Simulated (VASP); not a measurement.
**MnO2: hyperfine terms and field gradients**

Aim: the hyperfine contact terms and the field gradients at the nuclei of MnO2, by functional. The start is a computed cell from the Materials Project.

Main program and level: VASP 6.6.1; LDA, DFT+U (Mn d 4.5 eV), spin-polarised from a ferromagnetic start; plane waves and PAW (Mn_pv, O).

## (1) The structure

The structure is trigonal, space group P-3m1 (No. 164). The conventional cell has a = 2.857 Å, b = 2.857 Å, c = 4.601 Å, α = 90.00°, β = 90.00°, γ = 120.00°. Nearest to Mn lie 6 O at 1.90 Å. O has 3 Mn at 1.90 Å nearest. Farther neighbours and most contacts between anions are not listed.

## (2) Local probes at LDA

Field gradients probe the charge near the nuclei, so LASPH is on and the cutoff is at least 1.4 times the default of the data sets; this run is at LDA. LHYPERFINE adds the spin density at the nuclei, with NGYROMAG = 1 for all, so that values scale to any isotope.

File INCAR:

```
SYSTEM = MnO2
PREC = Accurate
ENCUT = 560
EDIFF = 1E-07
NELM = 100
ISMEAR = -1
SIGMA = 0.05
LREAL = .FALSE.
ALGO = Normal
GGA = CA
NBANDS = 39
ISPIN = 2
MAGMOM = 4 4 0 0 0 0
LDAU = .TRUE.
LDAUTYPE = 2
LDAUL = 2 -1
LDAUU = 4.5 0
LDAUJ = 0 0
LDAUPRINT = 1
LASPH = .TRUE.
LMAXMIX = 4
LORBIT = 11
LWAVE = .FALSE.
LCHARG = .FALSE.
KPAR = 4
LEFG = .TRUE.
ICORELEVEL = 1
LHYPERFINE = .TRUE.
NGYROMAG = 1 1
```

File POSCAR:

```
MnO2
1.0
    5.7131563608      0.0000000000      0.0000000000
   -1.4282890902      2.4738692722      0.0000000000
    0.0000000000      0.0000000000      4.6013740589
Mn O
2 4
Direct
    0.0000000000      0.0000000000      0.5000000000
    0.5000000000      0.0000000000      0.5000000000
    0.1666666666      0.6666666667      0.7062925700
    0.6666666666      0.6666666667      0.7062925700
    0.3333333334      0.3333333333      0.2937074300
    0.8333333333      0.3333333333      0.2937074300
```

File KPOINTS:

```
Automatic mesh
0
Gamma
12 12 6
0 0 0
```

PAW data sets: Mn_pv and O (PBE family, release 64).

Command:

```sh
> mpirun -np 4 vasp_std
```

What it wrote:

```text
[banner, memory and clock lines left out]
running    4 mpi-ranks, on    1 nodes
 distrk:  each k-point on    1 cores,    4 groups
 distr:  one band on    1 cores,    1 groups

 POSCAR found type information on POSCAR MnO
 POSCAR found :  2 types and       6 ions
|                                                                             |
|               ----> ADVICE to this user running VASP <----                  |
|                                                                             |
|     You enforced a specific xc type in the INCAR file but a different       |
|     [... a line on the potential file left out ...]
|     I HOPE YOU KNOW WHAT YOU ARE DOING!                                     |
|                                                                             |

 LDA part: xc-table for (Slater(with rela. corr.)+CA(PZ))
 , standard interpolation
 POSCAR, INCAR and KPOINTS ok, starting setup
 FFT: planning ... GRIDC
 FFT: planning ... GRID_SOFT
 FFT: planning ... GRID
 WAVECAR not read
 entering main loop
       N       E                     dE             d eps       ncg     rms          rms(c)
DAV:   1     0.643004763893E+03    0.64300E+03   -0.28956E+04 42000   0.159E+03
DAV:   2     0.299656027554E+01   -0.64001E+03   -0.58687E+03 42934   0.468E+02
DAV:   3    -0.572844169279E+02   -0.60281E+02   -0.59201E+02 47133   0.154E+02
DAV:   4    -0.583801900000E+02   -0.10958E+01   -0.10940E+01 46788   0.222E+01
DAV:   5    -0.583901712623E+02   -0.99813E-02   -0.99806E-02 45773   0.220E+00    0.443E+01
DAV:   6    -0.510177369879E+02    0.73724E+01   -0.61951E+01 50367   0.930E+01    0.410E+01
DAV:   7    -0.468346683186E+02    0.41831E+01   -0.30247E+01 46607   0.704E+01    0.190E+01
DAV:   8    -0.461813304293E+02    0.65334E+00   -0.32407E+00 45261   0.154E+01    0.788E+00
DAV:   9    -0.462008873175E+02   -0.19557E-01   -0.59004E-01 52969   0.104E+01    0.385E+00
DAV:  10    -0.461552401538E+02    0.45647E-01   -0.31434E-01 47082   0.575E+00    0.994E-01
DAV:  11    -0.461565345238E+02   -0.12944E-02   -0.16456E-02 48192   0.116E+00    0.481E-01
DAV:  12    -0.461573779069E+02   -0.84338E-03   -0.29715E-03 49923   0.311E-01    0.272E-01
DAV:  13    -0.461573814141E+02   -0.35072E-05   -0.46194E-04 50066   0.245E-01    0.779E-02
DAV:  14    -0.461574069190E+02   -0.25505E-04   -0.11464E-04 47847   0.101E-01    0.278E-02
DAV:  15    -0.461574135662E+02   -0.66472E-05   -0.23125E-05 46403   0.323E-02    0.127E-02
DAV:  16    -0.461574142236E+02   -0.65743E-06   -0.21672E-06 44815   0.159E-02    0.449E-03
DAV:  17    -0.461574143118E+02   -0.88212E-07   -0.74969E-07 46335   0.607E-03
ion   1
     0.0000000     0.0000050    -0.0000073     3.5400591    -0.0000127     0.0000029
     0.0000442     0.0000050    -0.0000073     3.5400590    -0.0000127     0.0000029
     0.0000608     0.0000050    -0.0000073     3.5400590    -0.0000127     0.0000029
     0.0000838     0.0000050    -0.0000073     3.5400589    -0.0000127     0.0000029
     0.0001154     0.0000050    -0.0000073     3.5400587    -0.0000127     0.0000029

     0.0000000    -0.0000229    -0.0000484   -17.3753710    -0.0000838    -0.0000136
     0.0000442    -0.0000229    -0.0000484   -17.3748618    -0.0000838    -0.0000136
     0.0000608    -0.0000229    -0.0000484   -17.3745636    -0.0000838    -0.0000136
     0.0000838    -0.0000229    -0.0000484   -17.3740732    -0.0000838    -0.0000136
     0.0001154    -0.0000229    -0.0000484   -17.3732711    -0.0000838    -0.0000136

ion   2
     0.0000000     0.0000050    -0.0000073     3.5400591    -0.0000127     0.0000029
     0.0000442     0.0000050    -0.0000073     3.5400590    -0.0000127     0.0000029
     0.0000608     0.0000050    -0.0000073     3.5400590    -0.0000127     0.0000029
     0.0000838     0.0000050    -0.0000073     3.5400589    -0.0000127     0.0000029
     0.0001154     0.0000050    -0.0000073     3.5400587    -0.0000127     0.0000029

     0.0000000    -0.0000229    -0.0000484   -17.3753710    -0.0000838    -0.0000136
     0.0000442    -0.0000229    -0.0000484   -17.3748618    -0.0000838    -0.0000136
     0.0000608    -0.0000229    -0.0000484   -17.3745636    -0.0000838    -0.0000136
     0.0000838    -0.0000229    -0.0000484   -17.3740732    -0.0000838    -0.0000136
     0.0001154    -0.0000229    -0.0000484   -17.3732711    -0.0000838    -0.0000136

ion   3
     0.0000000    -0.0000351     0.0000172     7.2616902     0.0000298    -0.0000203
     0.0000293    -0.0000351     0.0000172     7.2616902     0.0000298    -0.0000203
     0.0000403    -0.0000351     0.0000172     7.2616901     0.0000298    -0.0000203
     0.0000555    -0.0000351     0.0000172     7.2616900     0.0000298    -0.0000203
     0.0000765    -0.0000351     0.0000172     7.2616898     0.0000298    -0.0000203

     0.0000000    -0.0002266     0.0000649    23.1011835     0.0001125    -0.0001308
     0.0000293    -0.0002266     0.0000649    23.1011775     0.0001125    -0.0001308
     0.0000403    -0.0002266     0.0000649    23.1011734     0.0001125    -0.0001308
     0.0000555    -0.0002266     0.0000649    23.1011666     0.0001125    -0.0001308
     0.0000765    -0.0002266     0.0000649    23.1011551     0.0001125    -0.0001308

ion   4
     0.0000000    -0.0000351     0.0000172     7.2616902     0.0000298    -0.0000203
     0.0000293    -0.0000351     0.0000172     7.2616902     0.0000298    -0.0000203
     0.0000403    -0.0000351     0.0000172     7.2616901     0.0000298    -0.0000203
     0.0000555    -0.0000351     0.0000172     7.2616900     0.0000298    -0.0000203
     0.0000765    -0.0000351     0.0000172     7.2616898     0.0000298    -0.0000203

     0.0000000    -0.0002266     0.0000649    23.1011835     0.0001125    -0.0001308
     0.0000293    -0.0002266     0.0000649    23.1011775     0.0001125    -0.0001308
     0.0000403    -0.0002266     0.0000649    23.1011734     0.0001125    -0.0001308
     0.0000555    -0.0002266     0.0000649    23.1011666     0.0001125    -0.0001308
     0.0000765    -0.0002266     0.0000649    23.1011551     0.0001125    -0.0001308

ion   5
     0.0000000    -0.0000351     0.0000172     7.2616902     0.0000298    -0.0000203
     0.0000293    -0.0000351     0.0000172     7.2616902     0.0000298    -0.0000203
     0.0000403    -0.0000351     0.0000172     7.2616901     0.0000298    -0.0000203
     0.0000555    -0.0000351     0.0000172     7.2616900     0.0000298    -0.0000203
     0.0000765    -0.0000351     0.0000172     7.2616898     0.0000298    -0.0000203

     0.0000000    -0.0002266     0.0000649    23.1011835     0.0001125    -0.0001308
     0.0000293    -0.0002266     0.0000649    23.1011775     0.0001125    -0.0001308
     0.0000403    -0.0002266     0.0000649    23.1011734     0.0001125    -0.0001308
     0.0000555    -0.0002266     0.0000649    23.1011666     0.0001125    -0.0001308
     0.0000765    -0.0002266     0.0000649    23.1011551     0.0001125    -0.0001308

ion   6
     0.0000000    -0.0000351     0.0000172     7.2616902     0.0000298    -0.0000203
     0.0000293    -0.0000351     0.0000172     7.2616902     0.0000298    -0.0000203
     0.0000403    -0.0000351     0.0000172     7.2616901     0.0000298    -0.0000203
     0.0000555    -0.0000351     0.0000172     7.2616900     0.0000298    -0.0000203
     0.0000765    -0.0000351     0.0000172     7.2616898     0.0000298    -0.0000203

     0.0000000    -0.0002266     0.0000649    23.1011835     0.0001125    -0.0001308
     0.0000293    -0.0002266     0.0000649    23.1011775     0.0001125    -0.0001308
     0.0000403    -0.0002266     0.0000649    23.1011734     0.0001125    -0.0001308
     0.0000555    -0.0002266     0.0000649    23.1011666     0.0001125    -0.0001308
     0.0000765    -0.0002266     0.0000649    23.1011551     0.0001125    -0.0001308

   1 F= -.46157414E+02 E0= -.46157414E+02  d E =-.180708E-08  mag=     6.0000
```

Wall time 12 min (4 MPI ranks of AMD EPYC 7R43, shared host); peak memory 3.6 GiB; 49 min of CPU time.

The logs omit lines about the potential files and the build; timing stands in the text.

(Part 1 of 2 ends here.)

[Lines on the potential files, build, host, timing and source positions are cut from VASP's logs without a mark.]

[Logs are printed without paths, hosts, clocks, repeated set-up lines and the standing remarks that a program may print on its own settings, such as how far it seeks lower states.]

[Hosts, paths, dates, database ids (printed as entryN), source tags and the programs' standing remarks are cut or masked in the printed files.]
